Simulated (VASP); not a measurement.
Level of theory: PBE GGA, VASP's PBE PAW potentials (set 64) (plane waves; VASP 6.6.1).

Input for VASP

POSCAR:
```
CoSi2
1
   -0.0000000000     2.6786970382     2.6786970382
    2.6786970382    -0.0000000000     2.6786970382
    2.6786970382     2.6786970382    -0.0000000000
Co Si
1 2
Direct
  0.0000000000   0.0000000000   0.0000000000
  0.2500000000   0.2500000000   0.2500000000
  0.7500000000   0.7500000000   0.7500000000
```

INCAR:
```
PREC  =  Accurate
SYSTEM  =  CoSi2
LASPH  =  .True.   ! aspherical one-centre terms
IBRION  =  2
EDIFF  =  1E-6
LCHARG  =  .False.
LWAVE  =  .False.
SIGMA  =  0.1   ! width (eV)
ALGO  =  Normal   ! blocked Davidson
NELM  =  100
ISMEAR  =  1
ISIF  =  3
LMAXMIX  =  4   ! l cut-off of mixed one-centre charges
ENCUT  =  500   ! plane-wave cut-off (eV)
NSW  =  40
GGA  =  PE
LREAL  =  .False.   ! projection in real space or not
EDIFFG  =  -0.02   ! ionic stop
```

### KPOINTS
```
kpoints
0
gamma
10 10 10
```

POTCAR, in this order: Co Si (PBE.64 set). Program: vasp_std.

The run wrote:

### OSZICAR
```
       N       E                     dE             d eps       ncg     rms          rms(c)
DAV:   1     0.714965335289E+02    0.71497E+02   -0.68966E+03  1128   0.132E+03
DAV:   2    -0.163008354758E+02   -0.87797E+02   -0.81585E+02  1132   0.252E+02
DAV:   3    -0.206061580349E+02   -0.43053E+01   -0.41002E+01  1472   0.649E+01
DAV:   4    -0.207088687980E+02   -0.10271E+00   -0.10231E+00  1360   0.960E+00
DAV:   5    -0.207120283896E+02   -0.31596E-02   -0.31589E-02  1520   0.177E+00    0.144E+01
DAV:   6    -0.243172923089E+02   -0.36053E+01   -0.41260E+01  1436   0.136E+02    0.178E+01
DAV:   7    -0.193054319595E+02    0.50119E+01   -0.17114E+01  1512   0.107E+02    0.348E+00
DAV:   8    -0.193294952499E+02   -0.24063E-01   -0.10211E+00  1364   0.854E+00    0.186E+00
DAV:   9    -0.192959073472E+02    0.33588E-01   -0.10211E-01  1424   0.677E+00    0.443E-01
DAV:  10    -0.192959505215E+02   -0.43174E-04   -0.59444E-03  1424   0.917E-01    0.724E-02
DAV:  11    -0.192959074147E+02    0.43107E-04   -0.37343E-04  1684   0.353E-01    0.400E-02
DAV:  12    -0.192959309589E+02   -0.23544E-04   -0.51509E-05  1208   0.739E-02    0.257E-02
DAV:  13    -0.192959310195E+02   -0.60656E-07   -0.31359E-06  1440   0.153E-02
   1 F= -.19295931E+02 E0= -.19296276E+02  d E =-.192959E+02
```

File OUTCAR:
```
------------------------ aborting loop because EDIFF is reached ----------------------------------------
  FORCE on cell =-STRESS in cart. coord.  units (eV):
  Direction    XX          YY          ZZ          XY          YZ          ZX
  --------------------------------------------------------------------------------------
  Total        0.0214787      0.0214787      0.0214787     -0.0000000     -0.0000000      0.0000000
  in kB        0.8951945      0.8951945      0.8951945     -0.0000000     -0.0000000      0.0000000
  external PRESSURE =       0.8951945 kB  Pullay stress =       0.0000000 kB
  volume of cell :       38.44
      direct lattice vectors                 reciprocal lattice vectors
     0.000000000  2.678697038  2.678697038    -0.186657913  0.186657913  0.186657913
     2.678697038  0.000000000  2.678697038     0.186657913 -0.186657913  0.186657913
     2.678697038  2.678697038  0.000000000     0.186657913  0.186657913 -0.186657913
 POSITION                                       TOTAL-FORCE (eV/Angst)
 -----------------------------------------------------------------------------------
      0.00000      0.00000      0.00000         0.000000      0.000000      0.000000
      1.33935      1.33935      1.33935         0.000000      0.000000      0.000000
      4.01805      4.01805      4.01805        -0.000000     -0.000000     -0.000000
 -----------------------------------------------------------------------------------
    total drift:                               -0.000000     -0.000000      0.000000
  FREE ENERGIE OF THE ION-ELECTRON SYSTEM (eV)
  ---------------------------------------------------
  free  energy   TOTEN  =       -19.2959310195 eV

  energy  without entropy=      -19.2969659431  energy(sigma->0) =      -19.29627599

 reached required accuracy - stopping structural energy minimisation
```
(Selected blocks of OUTCAR.)

The compound is CoSi2 in the fluorite structure. It was relaxed first. The run is not spin-polarised, so no magnetic state was tried. The electron count is odd and the run is not spin-polarised, which forces a metal.
